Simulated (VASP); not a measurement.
# CH₂I₂: convergence, NMR shieldings and orbital susceptibility

CH₂I₂, molecule in box, 5 atoms in the cell. PBE, GIPAW shieldings; PAW potentials I, C, H (PBE set). VASP 6.6.1.

Wanted: isotropic shielding within 10 ppm; span within 20 ppm.

Isolated molecule: yes.

POSCAR of the starting run:
```
H2CI2
1.0
   10.6100000000      0.0000000000      0.0000000000
    0.0000000000     10.1300000000      0.0000000000
    0.0000000000      0.0000000000     10.5700000000
I C H
2 1 2
Direct
    0.3805513610      0.3951135202      0.6217360435
    0.6230867088      0.4981342547      0.4073084182
    0.4292035796      0.5026456032      0.4564947947
    0.4037276136      0.6048864798      0.4725685847
    0.3769132912      0.4604146061      0.3782639565
```

The series start from ENCUT (eV): 600; Vacuum around the molecule (Å): 8; EDIFF (eV): 1e-8; PREC: Accurate; Projectors: LREAL = F, NLSPLINE = T; LNMR_SYM_RED: yes; ALGO: Normal. Each series keeps the choices made before it, and each single choice may use up half of a tolerance.

## ENCUT (eV)

| ENCUT (eV) | Isotropic shielding, largest deviation (ppm) | Span, largest deviation (ppm) | Time (s) |
|---|---|---|---|
| 400 | 1 | 1 | 138 |
| 500 | 1 | 2 | 186 |
| 600 | 1 | 1 | 402 |
| 700 | 1 | 0 | 340 |
| 800 | 0 | 0 | 394 |
| 1000 (reference) | 0 | 0 | 646 |

Chosen: 400, the loosest value from which every tighter one stays within half of the tolerance.

## Vacuum around the molecule (Å)

| Vacuum around the molecule (Å) | Isotropic shielding, largest deviation (ppm) | Span, largest deviation (ppm) | Time (s) |
|---|---|---|---|
| 6 | 88 | 114 | 67 |
| 8 | 14 | 9 | 138 |
| 10 | 2 | 1 | 235 |
| 12 (reference) | 0 | 0 | 391 |

Chosen: 10.

## EDIFF (eV)

| EDIFF (eV) | Isotropic shielding, largest deviation (ppm) | Span, largest deviation (ppm) | Time (s) |
|---|---|---|---|
| 0.0001 | 44 | 12 | 157 |
| 1e-5 | 19 | 5 | 174 |
| 1e-6 | 4 | 0 | 217 |
| 1e-7 | 2 | 1 | 221 |
| 1e-8 | 0 | 0 | 235 |
| 1e-9 (reference) | 0 | 0 | 252 |

Chosen: 1e-6.

## PREC

| PREC | Isotropic shielding, largest deviation (ppm) | Span, largest deviation (ppm) | Time (s) |
|---|---|---|---|
| Accurate | 0 | 0 | 217 |
| Normal | 0 | 0 | 91 |

Chosen: Normal, the fastest of those that stay within half of the tolerance.

## Projectors

| Projectors | Isotropic shielding, largest deviation (ppm) | Span, largest deviation (ppm) | Time (s) |
|---|---|---|---|
| LREAL = F, NLSPLINE = T | 0 | 0 | 91 |
| LREAL = Auto | 0 | 0 | 90 |
| LREAL = F, NLSPLINE = F | 0 | 0 | 97 |

Chosen: LREAL = F, NLSPLINE = T; no other choice that stays within half of the tolerance saves 30 % of the time.

## LNMR_SYM_RED

| LNMR_SYM_RED | Isotropic shielding, largest deviation (ppm) | Span, largest deviation (ppm) | Time (s) |
|---|---|---|---|
| yes | 0 | 0 | 91 |
| no | 0 | 0 | 93 |

Chosen: yes.

## ALGO

| ALGO | Isotropic shielding, largest deviation (ppm) | Span, largest deviation (ppm) | Time (s) |
|---|---|---|---|
| Normal | 0 | 0 | 91 |
| Fast | 0 | 0 | 94 |
| All | 0 | 0 | 89 |

Chosen: Normal.

The choices weren't compared together with a run at all the tightest settings, so their joint error isn't shown.

## The input

INCAR:
```
GGA = PE
PREC = Normal
ENCUT = 400
EDIFF = 1E-6
LREAL = False
LASPH = True
ALGO = Normal
NELM = 120
LWAVE = False
LCHARG = False
LCHIMAG = True
LNMR_SYM_RED = True
NLSPLINE = True
ISMEAR = 0
SIGMA = 0.01
```

KPOINTS:
```
k-points
0
Gamma
  1 1 1
```

POSCAR:
```
H2CI2
1.0
   12.6100000000      0.0000000000      0.0000000000
    0.0000000000     12.1300000000      0.0000000000
    0.0000000000      0.0000000000     12.5700000000
I C H
2 1 2
Direct
    0.3994964266      0.4124072514      0.6023667446
    0.6035646297      0.4984418796      0.4220564821
    0.4404321951      0.5022093949      0.4634168640
    0.4189968263      0.5875927486      0.4769331695
    0.3964353703      0.4669414641      0.3976332554
```

Commands:
```
cat potpaw_PBE.64/I/POTCAR potpaw_PBE.64/C/POTCAR potpaw_PBE.64/H/POTCAR > POTCAR
mpirun -np 4 vasp_std > vasp.out
```

Limits: The response is non-relativistic, which costs accuracy next to heavy atoms.

The chosen input took VASP 6.6.1 91 s on 4 cores (AMD EPYC 7R43 (Zen 3)), a shared host.

## An input that fails: step DQ far too long

It runs to its end, but against the unchanged starting input it is off by 408 ppm in the isotropic shielding, 1397 ppm in the span.

Changes against the starting input:
```
+ DQ = 0.2
```
